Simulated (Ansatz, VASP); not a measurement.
# RbCuF3 in two plane-wave programs

Aim: how closely do two programs agree when they are given the same cell, functional and k mesh? The cell is generated by rule, not measured, and may not be a known phase. The two relaxations start from unlike cells of this crystal (the structure described is Ansatz's start), so only their ends are compared.

Calculated with Ansatz 0.2.0; plane waves, with VASP 6.6.1 beside it; relaxation of cell and atoms at LDA.

The structure was built from a prototype and need not be the compound's stable phase.

## Step 1: Starting point

The structure is cubic, space group Pm-3m (No. 221). Conventional cell: a = 4.277 Å, b = 4.277 Å, c = 4.277 Å, α = 90.00°, β = 90.00°, γ = 90.00°. Rb has 12 F at 3.02 Å nearest. Cu has 6 F at 2.14 Å nearest. Nearest to F lie 2 Cu at 2.14 Å and 4 Rb at 3.02 Å. Farther neighbours and most contacts between anions are not listed.

Coordinates:

```cif
data_structure
_symmetry_space_group_name_H-M 'Pm-3m'
_symmetry_Int_Tables_number 221
_cell_length_a 4.2768
_cell_length_b 4.2768
_cell_length_c 4.2768
_cell_angle_alpha 90.000
_cell_angle_beta 90.000
_cell_angle_gamma 90.000
_cell_volume 78.23
loop_
_atom_site_label
_atom_site_type_symbol
_atom_site_symmetry_multiplicity
_atom_site_Wyckoff_symbol
_atom_site_fract_x
_atom_site_fract_y
_atom_site_fract_z
_atom_site_occupancy
Rb1 Rb 1 a 0.00000 0.00000 0.00000 1
Cu1 Cu 1 b 0.50000 0.50000 0.50000 1
F1 F 3 c 0.50000 0.50000 0.00000 1
```

## Step 2: Ansatz: relaxation of cell and atoms, LDA

Ansatz runs on its default PAW (the set named soft_2) files.

The relaxed volume is the usual yardstick between codes: in a stiff, nearly cubic crystal its relative difference is about their pressure difference at one cell divided by the bulk modulus.

The input, input.yaml:

```yaml
crystal:
  lattice:
    - [4.2768, 0.0, 0.0]
    - [0.0, 4.2768, 0.0]
    - [0.0, 0.0, 4.2768]
  atoms:
    - { symbol: Rb, position: [0.0, 0.0, 0.0] }
    - { symbol: Cu, position: [0.5, 0.5, 0.5] }
    - { symbol: F, position: [0.5, 0.5, 0.0] }
    - { symbol: F, position: [0.5, 0.0, 0.5] }
    - { symbol: F, position: [0.0, 0.5, 0.5] }
kpoints:
  mp_grid: { grid: [6, 6, 6] }
hamiltonian:
  xc: lda
scf:
  occupations: { method: fermi_dirac, width: 0.02 }
relax:
  f_tol: 0.01
  max_steps: 80
  cell: {}
```

Command:

```bash
$ ansatz run input.yaml --threads 4 --pin off --max-ram 9216MiB --backend cpu --events-out ev --progress --plain --runs-dir out
```

Numbers of over 12 decimals in the logs are rounded to 6 here.

Output:

```text
Engine: ansatz 0.2.0, aarch64-unknown-linux-gnu
Pseudopotentials: kind: paw
Pseudopotential: Rb, paw, valence charge 9, recommended cutoff 420 eV (normal), Rb.paw.azcp
Pseudopotential: Cu, paw, valence charge 19, recommended cutoff 420 eV (normal), Cu.paw.azcp
Pseudopotential: F, paw, valence charge 7, recommended cutoff 420 eV (normal), F.paw.azcp
Functional definition: SPW92
  exchange = slater_x
  correlation = pw_c
Crystal: 5 atoms, lattice volume = 78.227 Å³
Basis set: ecut = 420 eV, 1551 PW (Γ)
Bands: 30, of which v1, the nominal top of the filled ones, is band 25 counted from 1 (24 counted from 0)
Symmetry: 48 space group operations
Space group: Pm-3m (ITA 221), of the structure as read, at distance tolerance 4.3e-5 Å
k-points: 20 of 216
Non-local potential: Rb, projectors of the file, l = 0: 3, l = 1: 2, l = 2: 2
Non-local potential: Cu, projectors of the file, l = 0: 3, l = 1: 2, l = 2: 3, l = 3: 1
Non-local potential: F, projectors of the file, l = 0: 2, l = 1: 2, l = 2: 1
PAW form: soft (Blöchl's): semilocal exchange-correlation on the pseudo side does not see the compensation charge
PAW frozen core: Rb, regenerated for the run's functional, and the local potential with it (the file was generated under x = pbe(κ = 0.804, μ = 0.219515), c = pbe(β = 0.066725))
PAW frozen core: Cu, regenerated for the run's functional, and the local potential with it (the file was generated under x = pbe(κ = 0.804, μ = 0.219515), c = pbe(β = 0.066725))
PAW frozen core: F, regenerated for the run's functional, and the local potential with it (the file was generated under x = pbe(κ = 0.804, μ = 0.219515), c = pbe(β = 0.066725))
PAW one-centre angular grid: Rb, 110 points (default); XC on 64 Gauss nodes
PAW one-centre angular grid: Cu, 590 points (default); XC on 64 Gauss nodes
PAW one-centre angular grid: F, 110 points (default); XC on 64 Gauss nodes
Initial density: superposition of atomic densities (neutral atoms: chi_scale 0, normalization atom), corrected by the library's trained network
Initial wavefunctions: pseudopotential atomic-orbital guess
Functional: x = slater, c = lda
SCF iter   1: F=—  HF=-12109.251942 eV  |F-HF|=—  |Δ(HF+E_count)|=         —  Δρ=2.00e-2  dr2=2.20e-1  ethr=1.77e-3  ⟨swp⟩=6.2  Hψ=2538  notcnv=0
preconditioner: auto → LDOS  [metal: Δε(μ)=0.008 eV  Ē_g=14.521 eV  σ=0.020 eV  W_gap=0.10  n_scr=18 (ndim 8)  ℏωp=26.9 eV  f_vac=0.067  D(μ)=6.87/eV (n_scr^D=80)  β→1.0]
SCF iter   2: F=—  HF=-12109.277372 eV  |F-HF|=—  |Δ(HF+E_count)|=   2.54e-2  Δρ=2.50e-2  dr2=2.35e-1  ethr=4.49e-4  ⟨swp⟩=2.5  Hψ=1352  notcnv=0  defer=20
SCF iter   3: F=—  HF=-12109.191740 eV  |F-HF|=—  |Δ(HF+E_count)|=   8.56e-2  Δρ=5.12e-3  dr2=1.03e-2  ethr=4.49e-4  ⟨swp⟩=2.1  Hψ=1115  notcnv=0  defer=19
SCF iter   4: F=—  HF=-12109.190559 eV  |F-HF|=—  |Δ(HF+E_count)|=   1.18e-3  Δρ=3.62e-3  dr2=7.17e-3  ethr=2.10e-5  ⟨swp⟩=2.0  Hψ=891  notcnv=0  defer=20
SCF iter   5: F=—  HF=-12109.190007 eV  |F-HF|=—  |Δ(HF+E_count)|=   5.52e-4  Δρ=2.93e-3  dr2=4.84e-3  ethr=1.46e-5  ⟨swp⟩=1.4  Hψ=588  notcnv=0  defer=20
SCF iter   6: F=—  HF=-12109.189267 eV  |F-HF|=—  |Δ(HF+E_count)|=   7.40e-4  Δρ=1.19e-3  dr2=9.00e-4  ethr=9.87e-6  ⟨swp⟩=1.9  Hψ=616  notcnv=0  defer=20
SCF iter   7: F=—  HF=-12109.189108 eV  |F-HF|=—  |Δ(HF+E_count)|=   1.59e-4  Δρ=3.01e-4  dr2=4.61e-5  ethr=1.84e-6  ⟨swp⟩=2.0  Hψ=672  notcnv=0  defer=20
SCF iter   8: F=—  HF=-12109.189108 eV  |F-HF|=—  |Δ(HF+E_count)|=   3.36e-7  Δρ=2.61e-5  dr2=1.71e-7  ethr=9.40e-8  ⟨swp⟩=2.0  Hψ=737  notcnv=0  defer=20
SCF iter   9: F=-12109.189108 eV  HF=-12109.189108 eV  |F-HF|=1.55e-8  |Δ(HF+E_count)|=   6.46e-8  Δρ=8.02e-6  dr2=2.39e-8  ethr=2.04e-10  ⟨swp⟩=4.8  Hψ=2160  notcnv=0
SCF 1 converged in 9 iterations: F = -12109.189108 eV  dr2 = 2.39e-8
  greatest PAW one-centre occupation: 1.000 electrons in one spin orbital (limit 2), on the Cu atom at site 1 (counted from 0), in its partial waves of l = 0
relax step   1: F+E_penalty+E_count = -12109.18910773 eV  Δ(F+E_penalty+E_count) = +0.000e0 eV  max|allowed force component| = 2.645e-29 eV/Å  Δτ_max = 0.0000 Å  P = -12.706 GPa  Ω = 78.227 Å³  (9 SCF iters, dr2 threshold 1.00e-7 eV, accepted)
[...]
relax step   6: F+E_penalty+E_count = -12109.93528066 eV  Δ(F+E_penalty+E_count) = +2.564e-2 eV  max|allowed force component| = 5.243e-29 eV/Å  Δτ_max = 0.0000 Å  P = -0.824 GPa  Ω = 63.553 Å³  stress off target by 8.24e-1 GPa  SCF on the basis re-selected at this cell (its energy is not comparable with the rows above)  (9 SCF iters)
[...]
relax step   7: F+E_penalty+E_count = -12109.93932490 eV  Δ(F+E_penalty+E_count) = -4.044e-3 eV  max|allowed force component| = 1.561e-29 eV/Å  Δτ_max = 0.0000 Å  P = +0.037 GPa  Ω = 63.035 Å³  energy of the carried Pulay correction = +2.762e-3 eV  (7 SCF iters, dr2 threshold 5.00e-7 eV, accepted)
[...]
relax step   8: F+E_penalty+E_count = -12109.93745494 eV  Δ(F+E_penalty+E_count) = +1.870e-3 eV  max|allowed force component| = 6.974e-29 eV/Å  Δτ_max = 0.0000 Å  P = -0.020 GPa  Ω = 63.035 Å³  stress off target by 2.03e-2 GPa  SCF on the basis re-selected at this cell (its energy is not comparable with the rows above)  (8 SCF iters)
basis re-selected at this cell: Δ(F+E_penalty+E_count) = +1.870e-3 eV, ΔP = -0.057 GPa vs the last step (what re-selecting the basis moved, of the pressure what is left beyond the Pulay correction that the steps carried, after the strain that the cell walked since its last selection, with what the two solves' SCF thresholds leave and, on support functions, any second-order correction that the steps lacked; it is no m [...]
SCF converged after 8 iterations
Free energy (F): -12109.937455 eV
Harris-Foulkes:  -12109.937455 eV  (|F-HF|=3.64e-12)
Internal energy: -12109.929752 eV  (E = F + TS)
E sigma→0 (E₀):  -12109.933604 eV
Entropy (-TS):   -0.007703 eV (-1.541 meV/atom)
Fermi energy:    7.260034 eV
--- Per-component energies (eV) ---
  E_band       = -609.936207
  E_kinetic    = 1107.260770
  E_local      = -7774.424664  (includes V_loc(G=0)·N_el)
  E_nonlocal   = 802.963568
  E_hartree    = 3250.718133
  E_xc         = -451.980569
  E_vxc        = -554.606754  (∫ρ·V_xc dr)
  E_paw        = -4679.389200  (= ΣΔE_a)
  E_vpaw       = -692.571980  (= ΣTr[D̂ρ^β])
  E_aug_tail   = 0.006539  (compensation charges beyond the density's cutoff)
  E_ewald      = -4366.145002
  E_core_change = 1.060674  (= ΣΔE_core)
  E_smearing   = -0.007703  (= −TS)
  E_closure    = -0.000000  (closes the sum)
  Σ components = -12109.937455   (vs F -12109.937455, Δ=0.00e0)
--- Forces (eV/Å), atoms counted from 1 ---
  atom   1  Rb    -0.00000000    -0.00000000     0.00000000
  atom   2  Cu     0.00000000    -0.00000000    -0.00000000
  atom   3  F      0.00000000    -0.00000000    -0.00000000
  atom   4  F      0.00000000     0.00000000    -0.00000000
  atom   5  F      0.00000000    -0.00000000    -0.00000000
  max |Σ_I F_I| component: 1.14e-28 eV/Å
--- Stress (GPa, compression-positive) ---
       -0.020302      -0.000000      -0.000000
        0.000000      -0.020302       0.000000
       -0.000000       0.000000      -0.020302
  P = ⅓ Tr σ = -0.0203 GPa (-0.203 kbar)
--- Relaxed structure (6 steps of the walk, 6 accepted, 2 SCFs on fresh bases) ---
  F+E_penalty+E_count = -12109.93745494 eV   max|allowed force component| = 6.974e-29 eV/Å   (the final SCF, on the basis selected at the relaxed cell)
  cell:  # Å, volume = 63.0347 Å³
    - [3.979788, 0, 0]
    - [0, 3.979788, 0]
    - [0, 0, 3.979788]
  atoms:
    - { symbol: Rb, position: [0, 0, 0] }
    - { symbol: Cu, position: [0.5, 0.5, 0.5] }
    - { symbol: F, position: [0.5, 0.5, 0] }
    - { symbol: F, position: [0.5, 0, 0.5] }
    - { symbol: F, position: [0, 0.5, 0.5] }
```

Reading the cycles: dr2 is the Hartree energy of the density residual (eV), the measure of convergence; HF is the Harris–Foulkes estimate of the energy, which meets the free energy F at convergence.

## Step 3: VASP: relaxation of cell and atoms, LDA

Its own start cell and the same functional (in two slightly different forms), mesh and smearing now go to VASP, with its own data sets.

Lines of VASP's logs that name or quote its potential files are left out, and so is its time.

The input, INCAR:

```
SYSTEM = RbCuF3
PREC = Accurate
ENCUT = 600
EDIFF = 1E-07
NELM = 120
ISMEAR = -1
SIGMA = 0.02
LREAL = .FALSE.
ALGO = Normal
GGA = CA
NBANDS = 26
LASPH = .TRUE.
LORBIT = 11
LWAVE = .FALSE.
LCHARG = .FALSE.
ISIF = 3
IBRION = 2
NSW = 80
EDIFFG = -0.005
GGA_COMPAT = .FALSE.
NELMIN = 4
KPAR = 2
```

The input, POSCAR:

```
RbCuF3
1.0
    3.9803269260      0.0000000000      0.0000000000
    0.0000000000      3.9803269260      0.0000000000
    0.0000000000      0.0000000000      3.9803269260
Rb Cu F
1 1 3
Direct
    0.0000000000      0.0000000000      0.0000000000
    0.5000000000      0.5000000000      0.5000000000
    0.5000000000      0.5000000000      0.0000000000
    0.5000000000      0.0000000000      0.5000000000
    0.0000000000      0.5000000000      0.5000000000
```

The input, KPOINTS:

```
Automatic mesh
0
Gamma
6 6 6
0 0 0
```

Potentials, in the order of the species: Rb_sv, Cu and F (LDA family, release 64).

Command:

```bash
$ mpirun -np 2 vasp_std
```

Output:

```text
[banner, memory and clock lines left out]
running    2 mpi-ranks, on    1 nodes
 distrk:  each k-point on    1 cores,    2 groups
 distr:  one band on    1 cores,    1 groups

 POSCAR found type information on POSCAR RbCuF
 POSCAR found :  3 types and       5 ions
 LDA part: xc-table for (Slater(with rela. corr.)+CA(PZ))
 , standard interpolation
 POSCAR, INCAR and KPOINTS ok, starting setup
 FFT: planning ... GRIDC
 FFT: planning ... GRID_SOFT
 FFT: planning ... GRID
 WAVECAR not read
 entering main loop
       N       E                     dE             d eps       ncg     rms          rms(c)
DAV:   1     0.467022039247E+03    0.46702E+03   -0.23225E+04  1058   0.219E+03
DAV:   2     0.253192593489E+02   -0.44170E+03   -0.42212E+03  1124   0.496E+02
DAV:   3    -0.255555036304E+02   -0.50875E+02   -0.50106E+02  1464   0.174E+02
DAV:   4    -0.271164716828E+02   -0.15610E+01   -0.15577E+01  1488   0.292E+01
DAV:   5    -0.271664906751E+02   -0.50019E-01   -0.50004E-01  1464   0.407E+00    0.120E+01
DAV:   6    -0.239329142959E+02    0.32336E+01   -0.24608E+01  1438   0.784E+01    0.713E+00
DAV:   7    -0.234847780974E+02    0.44814E+00   -0.32645E+00  1462   0.646E+01    0.326E+00
DAV:   8    -0.234443600119E+02    0.40418E-01   -0.49537E-01  1614   0.752E+00    0.119E+00
DAV:   9    -0.234207292697E+02    0.23631E-01   -0.43108E-02  1656   0.401E+00    0.177E-01
DAV:  10    -0.234210439243E+02   -0.31465E-03   -0.93146E-03  1564   0.138E+00    0.717E-02
DAV:  11    -0.234210325957E+02    0.11329E-04   -0.64113E-04  1620   0.214E-01    0.277E-02
DAV:  12    -0.234210235211E+02    0.90747E-05   -0.60345E-05  1600   0.871E-02    0.748E-03
DAV:  13    -0.234210256509E+02   -0.21298E-05   -0.12055E-05  1614   0.582E-02    0.751E-03
DAV:  14    -0.234210244850E+02    0.11659E-05   -0.35470E-06  1472   0.522E-02    0.118E-03
DAV:  15    -0.234210245743E+02   -0.89320E-07   -0.11568E-06  1228   0.676E-03    0.932E-04
DAV:  16    -0.234210245541E+02    0.20213E-07   -0.46863E-08   640   0.703E-03
   1 F= -.23421025E+02 E0= -.23417179E+02  d E =-.234210E+02
 curvature:   0.00 expect dE= 0.000E+00 dE for cont linesearch  0.000E+00
 trial: gam= 0.00000 g(F)=  0.000E+00 g(S)=  0.337E-04 ort = 0.000E+00 (trialstep = 0.100E+01)
 search vector abs. value=  0.337E-04
 bond charge predicted
       N       E                     dE             d eps       ncg     rms          rms(c)
DAV:   1    -0.234214545412E+02   -0.42997E-03   -0.86274E-03  1384   0.121E+00    0.156E-01
DAV:   2    -0.234210675762E+02    0.38697E-03   -0.16180E-03  1404   0.558E-01    0.308E-02
DAV:   3    -0.234210448106E+02    0.22766E-04   -0.42250E-05  1394   0.722E-02    0.155E-02
DAV:   4    -0.234210389332E+02    0.58774E-05   -0.13369E-05  1730   0.524E-02    0.585E-03
DAV:   5    -0.234210385546E+02    0.37860E-06   -0.16529E-06  1586   0.264E-02    0.365E-03
DAV:   6    -0.234210384492E+02    0.10540E-06   -0.17325E-07   928   0.820E-03    0.128E-03
DAV:   7    -0.234210384404E+02    0.88257E-08   -0.84131E-08   690   0.332E-03
   2 F= -.23421038E+02 E0= -.23417192E+02  d E =-.138863E-04
 trial-energy change:   -0.000014  1 .order   -0.000013   -0.000034    0.000008
 step:   0.8274(harm=  0.8036)  dis= 0.00000  next Energy=   -23.421039 (dE=-0.146E-04)
 reached required accuracy - stopping structural energy minimisation
```

(Continued in part 2 of 2.)

[Lines on the potential files, build, host, timing and source positions are cut from VASP's logs without a mark.]

[Logs are printed without paths, hosts, clocks, repeated set-up lines and the standing remarks that a program may print on its own settings, such as how far it seeks lower states.]

[Hosts, paths, dates, database ids (printed as entryN), source tags and the programs' standing remarks are cut or masked in the printed files.]
